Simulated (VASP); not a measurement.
# NaScSe2 (P4/mmm) in VASP: a series of runs

Runs on NaScSe2. Level: LDA. Tasks: single point.

Program: VASP 6.6.1. These are calculated values, not measurements. Logs are shortened: lines on timing, memory, paths and dates and some standing lists are left out, and cuts for length are marked.

## (1) The crystal as given

The structure is tetragonal, space group P4/mmm (No. 123). The conventional cell has a = 4.005 Å, b = 4.005 Å, c = 5.428 Å, α = 90.00°, β = 90.00°, γ = 90.00°. Around Na (site symmetry 4/mmm) lie 6 Se at 2.71 to 2.83 Å. Around Se (site symmetry 4/mmm) lie 2 Na at 2.71 Å and 4 Sc at 2.83 Å. Around Se (site symmetry 4/mmm) lie 2 Sc at 2.71 Å and 4 Na at 2.83 Å. Around Sc (site symmetry 4/mmm) lie 6 Se at 2.71 to 2.83 Å.

The cell was built by a generator and needn't be a form met in nature.

## (2) Single point, LDA

File INCAR:

```
SYSTEM = NaScSe2
PREC     = Accurate       ! precision mode
ENCUT    = 520            ! plane-wave cutoff, eV
EDIFF    = 1E-6           ! SCF threshold, eV
ISMEAR   = -1             ! smearing method
SIGMA    = 0.02           ! smearing width, eV
LREAL    = .FALSE.        ! projectors in reciprocal space
LASPH    = .TRUE.         ! aspherical terms in the spheres
NELM     = 100            ! most SCF steps
ALGO     = Fast           ! electronic algorithm
ISIF     = 2              ! what is computed and relaxed
LWAVE    = .FALSE.        ! write WAVECAR
LCHARG   = .FALSE.        ! write CHGCAR
NBANDS   = 23             ! bands
```

File KPOINTS:

```
regular mesh
0
G
  6 6 6
  0 0 0
```

File POSCAR:

```
NaScSe2
1.0
    4.0046071643      0.0000000000      0.0000000000
    0.0000000000      4.0046071643      0.0000000000
    0.0000000000      0.0000000000      5.4275684717
Na Se Sc
1 2 1
Direct
    0.0000000000      0.0000000000      0.0000000000
    0.0000000000      0.0000000000      0.5000000000
    0.5000000000      0.5000000000      0.0000000000
    0.5000000000      0.5000000000      0.5000000000
```

Potentials or basis: VASP PAW LDA potentials, release 64 (Na_pv, Se, Sc_sv).

Started as:

```bash
$ cat potpaw_LDA.64/Na_pv/POTCAR potpaw_LDA.64/Se/POTCAR potpaw_LDA.64/Sc_sv/POTCAR > POTCAR
$ mpirun -np 1 vasp_std > vasp.out
```

OUTCAR:

```text
SYSTEM = NaScSe2
   PREC = Accurate
   ENCUT = 520
   EDIFF = 1E-6
   ISMEAR = -1
   LREAL = .FALSE.
   LASPH = .TRUE.
   NELM = 100
   ISIF = 2

 ion  position               nearest neighbor table
   1  0.000  0.000  0.000-   2 2.71   2 2.71
   2  0.000  0.000  0.500-   1 2.71   1 2.71   4 2.83   4 2.83   4 2.83   4 2.83
   3  0.500  0.500  0.000-   4 2.71   4 2.71
   4  0.500  0.500  0.500-   3 2.71   3 2.71   2 2.83   2 2.83   2 2.83   2 2.83

  LATTYP: Found a simple tetragonal cell.
 ALAT       =     4.0046071643
 C/A-ratio  =     1.3553310597

  Lattice vectors:

 A1 = (   4.0046071643,   0.0000000000,   0.0000000000)
 A2 = (   0.0000000000,   4.0046071643,   0.0000000000)
 A3 = (   0.0000000000,   0.0000000000,   5.4275684717)

Analysis of symmetry for initial positions (statically):
=====================================================================
 Subroutine PRICEL returns:
 Original cell was already a primitive cell.

 Routine SETGRP: Setting up the symmetry group for a
 simple tetragonal supercell.

 Subroutine GETGRP returns: Found 16 space group operations
 (whereof 16 operations were pure point group operations)
 out of a pool of 16 trial point group operations.

The static configuration has the point symmetry D_4h.

Analysis of symmetry for dynamics (positions and initial velocities):
=====================================================================
 Subroutine PRICEL returns:
 Original cell was already a primitive cell.

 Routine SETGRP: Setting up the symmetry group for a
 simple tetragonal supercell.

 Subroutine GETGRP returns: Found 16 space group operations
 (whereof 16 operations were pure point group operations)
 out of a pool of 16 trial point group operations.

The dynamic configuration has the point symmetry D_4h.

 Subroutine INISYM returns: Found 16 space group operations
 (whereof 16 operations are pure point group operations),
 and found     1 'primitive' translations

----------------------------------------------------------------------------------------

                                     Primitive cell

  volume of cell :      87.0413

  direct lattice vectors                    reciprocal lattice vectors
     4.004607164  0.000000000  0.000000000     0.249712384  0.000000000  0.000000000
     0.000000000  4.004607164  0.000000000     0.000000000  0.249712384  0.000000000
     0.000000000  0.000000000  5.427568472     0.000000000  0.000000000  0.184244566

  length of vectors
     4.004607164  4.004607164  5.427568472     0.249712384  0.249712384  0.184244566

  position of ions in fractional coordinates (direct lattice)
     0.000000000  0.000000000  0.000000000
     0.000000000  0.000000000  0.500000000
     0.500000000  0.500000000  0.000000000
     0.500000000  0.500000000  0.500000000

  ion indices of the primitive-cell ions
   primitive index   ion index
                 1           1
                 2           2
                 3           3
                 4           4

----------------------------------------------------------------------------------------

 KPOINTS: regular mesh

Automatic generation of k-mesh.
 Grid dimensions read from file:
 generate k-points for:    6    6    6

 Generating k-lattice:

  Cartesian coordinates                     Fractional coordinates (reciprocal lattice)
     0.041618731  0.000000000  0.000000000     0.166666667  0.000000000  0.000000000
     0.000000000  0.041618731  0.000000000     0.000000000  0.166666667  0.000000000
     0.000000000  0.000000000  0.030707428     0.000000000  0.000000000  0.166666667

  Length of vectors
     0.041618731  0.041618731  0.030707428

  Shift w.r.t. Gamma in fractional coordinates (k-lattice)
     0.000000000  0.000000000  0.000000000

 Subroutine IBZKPT returns following result:
 ===========================================

 Found     40 irreducible k-points:

 Following reciprocal coordinates:
            Coordinates               Weight
  0.000000  0.000000  0.000000      1.000000
  0.166667  0.000000  0.000000      4.000000
  0.333333  0.000000  0.000000      4.000000
  0.500000  0.000000  0.000000      2.000000
  0.166667  0.166667  0.000000      4.000000
  0.333333  0.166667  0.000000      8.000000
[... 16 lines left out ...]
  0.333333  0.000000  0.333333      8.000000
  0.500000  0.000000  0.333333      4.000000
 [... further k-points ...]
   k-points           NKPTS =     40   k-points in BZ     NKDIM =     40   number of bands    NBANDS=     23
   number of dos      NEDOS =    301   number of ions     NIONS =      4
   total plane-waves  NPLWV =  36000
   dimension x,y,z NGX =    30 NGY =   30 NGZ =   40
   dimension x,y,z NGXF=    60 NGYF=   60 NGZF=   80
   ions per type =               1   2   1
   NGX,Y,Z   is equivalent  to a cutoff of  12.45, 12.45, 12.25 a.u.
   NGXF,Y,Z  is equivalent  to a cutoff of  24.91, 24.91, 24.50 a.u.
 SYSTEM =  NaScSe2
   PREC   = accura    normal or accurate (medium, high low for compatibility)
   ISTART =      0    job   : 0-new  1-cont  2-samecut
   ICHARG =      2    charge: 1-file 2-atom 10-const
   ISPIN  =      1    spin polarized calculation?
   LNONCOLLINEAR =      F non collinear calculations
   LSORBIT =      F    spin-orbit coupling
   LASPH  =      T    aspherical Exc in radial PAW
   ENCUT  =  520.0 eV  38.22 Ry    6.18 a.u.   7.45  7.45 10.09*2*pi/ulx,y,z
   NELM   =    100;   NELMIN=  2; NELMDL= -5     # of ELM steps
   EDIFF  = 0.1E-05   stopping-criterion for ELM
   LREAL  =      F    real-space projection
   EDIFFG = 0.1E-04   stopping-criterion for IOM
   NSW    =      0    number of steps for IOM
   IBRION =     -1    ionic relax: 0-MD 1-quasi-New 2-CG
   NFREE  =      0    steps in history (QN), initial steepest desc. (CG)
   ISIF   =      2    stress and relaxation
   ISYM   =      2    0-nonsym 1-usesym 2-fastsym
   POTIM  = 0.5000    time-step for ionic-motion
   TEBEG  =    0.0;   TEEND  =   0.0 temperature during run
   PSTRESS=    0.0 pullay stress
   NELECT =      30.0000    total number of electrons
   NUPDOWN=      -1.0000    fix difference up-down
   EMIN   =  10.00;   EMAX   =-10.00  energy-range for DOS
   EFERMI =   0.00;   METHOD = LEGACY
   ISMEAR =    -1;   SIGMA  =   0.02  broadening in eV -4-tet -1-fermi 0-gaus
   EFERMI_NEDOS =   21; number of points for ismear=-14 and -15
   IALGO  =     68    algorithm
   IMIX   =      4    mixing-type and parameters
     AMIX     =   0.40;   BMIX     =  1.00
     AMIX_MAG =   1.60;   BMIX_MAG =  1.00
  volume/ion in A,a.u.               =      21.76       146.85
  Fermi-wavevector in a.u.,A,eV,Ry     =   1.147819  2.169064 17.925529  1.317489
  Thomas-Fermi vector in A             =   2.284497
   LORBIT       =      0    0 simple, 1 ext, 2 COOP (PROOUT), +10 PAW based schemes
   GGA     = CA    functional components
   LHFCALC =     F    Hartree Fock is set to
   AEXX    =    0.0000 exact exchange contribution
   IVDW    =     0    specifies the selected vdW correction
   LEPSILON=     F    determine dielectric tensor
   LRPA    =     F    only Hartree local field effects (RPA)
 non-spin polarized calculation
 RMM-DIIS sequential band-by-band and
  energy-cutoff  :      520.00
  volume of cell :       87.04
 maximum number of plane-waves:      2389
 NGX is ok and might be reduce to    30
   NGX = 15   NGY = 15   NGZ = 21

 number of electron      29.9999982 magnetization

 Free energy of the ion-electron system (eV)
  ---------------------------------------------------
  ext. energy  EPLUGINS =         0.00000000
  ---------------------------------------------------
  free energy    TOTEN  =       -22.14691263 eV

  energy without entropy =      -22.14618764  energy(sigma->0) =      -22.14655014

 E-fermi :   2.9500     XC(G=0):  -9.8687

 val. band max:        2.9356078850   @ k =   0.0000   0.0000   0.0000
 cond. band min:       2.9502371178   @ k =   0.0000   0.0000   0.1667
 fundamental gap:      0.0146292328
 Fermi energy:         2.9500405821

 k-point     1 :       0.0000    0.0000    0.0000
  band No.  band energies     occupation
      1     -46.6532      2.00000
      2     -25.6241      2.00000
      3     -25.6241      2.00000
      4     -25.4902      2.00000
      5     -19.3785      2.00000
      6     -19.3298      2.00000
[... 15 lines left out ...]
     22       7.6333      0.00000
     23       9.2561      0.00000

 k-point     2 :       0.1667    0.0000    0.0000
  band No.  band energies     occupation
      1     -46.6528      2.00000
      2     -25.6322      2.00000
      3     -25.6229      2.00000
      4     -25.4896      2.00000
      5     -19.3782      2.00000
      6     -19.3344      2.00000
[... 15 lines left out ...]
     22       8.2405      0.00000
     23       9.8507      0.00000

 k-point     3 :       0.3333    0.0000    0.0000
  band No.  band energies     occupation
      1     -46.6521      2.00000
      2     -25.6482      2.00000
      3     -25.6206      2.00000
      4     -25.4884      2.00000
      5     -19.3775      2.00000
      6     -19.3436      2.00000
[... 15 lines left out ...]
     22       9.1297      0.00000
     23      10.4723      0.00000
[... 495 lines left out ...]
 k-point    23 :       0.3333    0.0000    0.3333
  band No.  band energies     occupation
      1     -46.6521      2.00000
      2     -25.6482      2.00000
      3     -25.6205      2.00000
      4     -25.4903      2.00000
      5     -19.3806      2.00000
      6     -19.3434      2.00000
[... 15 lines left out ...]
     22       8.6541      0.00000
     23      10.4340      0.00000

 k-point    24 :       0.5000    0.0000    0.3333
  band No.  band energies     occupation
      1     -46.6518      2.00000
      2     -25.6562      2.00000
      3     -25.6194      2.00000
      4     -25.4897      2.00000
      5     -19.3801      2.00000
      6     -19.3479      2.00000
[... 15 lines left out ...]
     22       8.2256      0.00000
     23      10.9569      0.00000

 [... further k-points ...]

------------------------ aborting loop because EDIFF is reached ----------------------------------------

  FORCE on cell =-STRESS in cart. coord.  units (eV):
  Direction    XX          YY          ZZ          XY          YZ          ZX
  --------------------------------------------------------------------------------------
  -------------------------------------------------------------------------------------
  Total       -1.9958968     -1.9958968     -1.9716502      0.0000000      0.0000000      0.0000000
  in kB      -36.7386763    -36.7386763    -36.2923680      0.0000000      0.0000000      0.0000000
  external PRESSURE =     -36.5899069 kB  Pullay stress =       0.0000000 kB

 VOLUME and BASIS-vectors are now :
 -----------------------------------------------------------------------------
  energy-cutoff  :      520.00
  volume of cell :       87.04
      direct lattice vectors                 reciprocal lattice vectors
     4.004607164  0.000000000  0.000000000     0.249712384  0.000000000  0.000000000
     0.000000000  4.004607164  0.000000000     0.000000000  0.249712384  0.000000000
     0.000000000  0.000000000  5.427568472     0.000000000  0.000000000  0.184244566

 POSITION                                       TOTAL-FORCE (eV/Angst)
 -----------------------------------------------------------------------------------
      0.00000      0.00000      0.00000         0.000000      0.000000      0.000000
      0.00000      0.00000      2.71378         0.000000      0.000000      0.000000
      2.00230      2.00230      0.00000         0.000000      0.000000      0.000000
      2.00230      2.00230      2.71378         0.000000      0.000000      0.000000
 -----------------------------------------------------------------------------------
    total drift:                                0.000000      0.000000      0.000000

  FREE ENERGIE OF THE ION-ELECTRON SYSTEM (eV)
  ---------------------------------------------------
  free  energy   TOTEN  =       -22.1469126331 eV

  energy  without entropy=      -22.1461876437  energy(sigma->0) =      -22.14655014
```

Wall time 43 s (1 thread of Intel Xeon 6975P-C (Granite Rapids), shared host); peak memory 0.21 GiB.

What came out:

```
Free energy            : -22.1469 eV
Pressure               : -3.7 GPa
Band gap on the k mesh : none (metal or under the smearing width)
```

## (3) Single point, LDA

This run uses another cell than the first one, of 20.35 Å³/atom, 0.935 times its volume.

File INCAR:

```
SYSTEM = NaScSe2
PREC = Accurate
ENCUT = 520
EDIFF = 1E-6
ISMEAR = -1
SIGMA = 0.02
LREAL = .FALSE.
LASPH = .TRUE.
NELM = 100
ALGO = Normal
ISIF = 2
LWAVE = .FALSE.
LCHARG = .FALSE.
NBANDS = 23
```

File KPOINTS:

```
Automatic mesh
0
G
  6 6 4
  0 0 0
```

File POSCAR:

```
NaScSe2
1.0
    3.9007613929      0.0000000000      0.0000000000
    0.0000000000      3.9007613929      0.0000000000
    0.0000000000      0.0000000000      5.3496732982
Na Se Sc
1 2 1
Direct
    0.0000000000      0.0000000000      0.0000000000
    0.0000000000      0.0000000000      0.5000000000
    0.5000000000      0.5000000000      0.0000000000
    0.5000000000      0.5000000000      0.5000000000
```

Potentials or basis: VASP PAW LDA potentials, release 64 (Na_pv, Se, Sc_sv).

Started as:

```bash
$ cat potpaw_LDA.64/Na_pv/POTCAR potpaw_LDA.64/Se/POTCAR potpaw_LDA.64/Sc_sv/POTCAR > POTCAR
$ mpirun -np 1 vasp_std > vasp.out
```

It took 26 s on 1 thread of Intel Xeon 6975P-C (Granite Rapids), shared host; peak memory 0.19 GiB.

Results (log left out):

```yaml
Free_energy: -22.2082 eV
Pressure: 0.3 GPa
Band_gap_on_the_k_mesh: none (metal or under the smearing width)
```

Stress tensor (GPa, compression positive):
```
0.21 0.00 0.00
0.00 0.21 0.00
0.00 0.00 0.33
```

Levels at points of the mesh, in eV from the Fermi level:
| k point | band 13 | band 14 | band 15 | band 16 | band 17 | band 18 |
| --- | --- | --- | --- | --- | --- | --- |
| (0.00, 0.00, 0.00) | -0.08 | 0.02 | 0.21 | 0.21 | 1.38 | 1.61 |
| (0.50, 0.00, 0.00) | -2.55 | -1.89 | -0.13 | 1.81 | 2.16 | 2.48 |
| (0.50, 0.50, 0.00) | -1.32 | -1.18 | -1.18 | 0.61 | 0.61 | 2.16 |
| (0.00, 0.00, 0.50) | -1.54 | -0.76 | -0.76 | -0.01 | 1.39 | 2.59 |
| (0.50, 0.00, 0.50) | -2.46 | -0.56 | -0.38 | 2.21 | 2.67 | 2.82 |
| (0.50, 0.50, 0.50) | -2.58 | -2.58 | -2.00 | 2.21 | 2.21 | 2.49 |
